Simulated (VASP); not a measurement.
A run of VASP 6.6.1 is set up as follows.

The input INCAR:

```
SYSTEM = Be3ZnTe4
  PREC = Normal
  ENCUT = 520
  EDIFF = 1E-4
  ISMEAR = 0
  SIGMA = 0.15
  LREAL = .FALSE.
  LASPH = .TRUE.
  NELM = 60
  ALGO = Fast
  ISIF = 3
  LWAVE = .FALSE.
  LCHARG = .FALSE.
  GGA = PE
  IBRION = 2
  NSW = 24
  EDIFFG = -0.08
```

KPOINTS

```
regular mesh
0
G
  3 3 2
  0 0 0
```

Contents of POSCAR:

```
Be3ZnTe4
1.0
    4.5323956200      0.0000000000      0.0000000000
    0.0000000000      4.5323956200      0.0000000000
    0.0000000000      0.0000000000      9.3260920900
Be Zn Te
3 1 4
Direct
    0.0000000000      0.5000000000      0.0000000000
    0.5000000000      0.0000000000      0.0000000000
    0.5000000000      0.5000000000      0.5000000000
    0.0000000000      0.0000000000      0.5000000000
    0.0000000000      0.5000000000      0.2056170000
    0.5000000000      0.0000000000      0.2056170000
    0.0000000000      0.5000000000      0.7943830000
    0.5000000000      0.0000000000      0.7943830000
```

Potentials or basis: VASP PAW PBE potentials, release 64 (Be, Zn, Te).

The run is started by

```sh
$ cat potpaw_PBE.64/Be/POTCAR potpaw_PBE.64/Zn/POTCAR potpaw_PBE.64/Te/POTCAR > POTCAR
$ mpirun -np 4 vasp_std > vasp.out
```

Task: Estimate the band gap on the k mesh.

Result: None (metal or under the smearing width).

Task: What does it give for the relaxed volume?

Result: 27.08 Å³/atom.

Final structure:
```cif
data_structure
_symmetry_space_group_name_H-M 'P 1'
_symmetry_Int_Tables_number 1
_cell_length_a 4.5842
_cell_length_b 4.5842
_cell_length_c 10.3072
_cell_angle_alpha 90.000
_cell_angle_beta 90.000
_cell_angle_gamma 90.000
_cell_volume 216.60
loop_
_atom_site_label
_atom_site_type_symbol
_atom_site_fract_x
_atom_site_fract_y
_atom_site_fract_z
_atom_site_occupancy
Be1 Be 0.00000 0.50000 0.00000 1
Be2 Be 0.50000 0.00000 0.00000 1
Be3 Be 0.50000 0.50000 0.50000 1
Zn1 Zn 0.00000 0.00000 0.50000 1
Te1 Te 0.00000 0.50000 0.22113 1
Te2 Te 0.50000 0.00000 0.22113 1
Te3 Te 0.00000 0.50000 0.77887 1
Te4 Te 0.50000 0.00000 0.77887 1
```

Caveat: the k mesh is coarse (spacing up to 0.46 Å⁻¹), so the values aren't converged. The run has no spin-orbit coupling, so splittings on Te are missing.
